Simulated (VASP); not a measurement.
Data:

```yaml
crystal:
  lattice:
    - [0.00000, 1.76154, 1.76154]
    - [1.76154, 0.00000, 1.76154]
    - [1.76154, 1.76154, 0.00000]
  atoms:
    - { symbol: C, position: [0.00000, 0.00000, 0.00000] }
    - { symbol: C, position: [0.25000, 0.25000, 0.25000] }
```

These are PBE GGA with D4 dispersion, VASP's PBE PAW potentials (set 64) (plane waves; VASP 6.6.1) values and carry that method's errors. Run with 520 eV cut-off, 13×13×13 Γ-centred mesh, Gaussian smearing of 0.050 eV, potentials C.

Question: Give the stress tensor in GPa (positive for a compressed cell).

Answer: 
```
14.35   0.00   0.00
 0.00  14.35   0.00
 0.00   0.00  14.35
```
The pressure is its mean diagonal, 14.35 GPa.

The compound is C in the diamond structure. This cell is one point of a volume scan, at 0.97 of the reference volume.
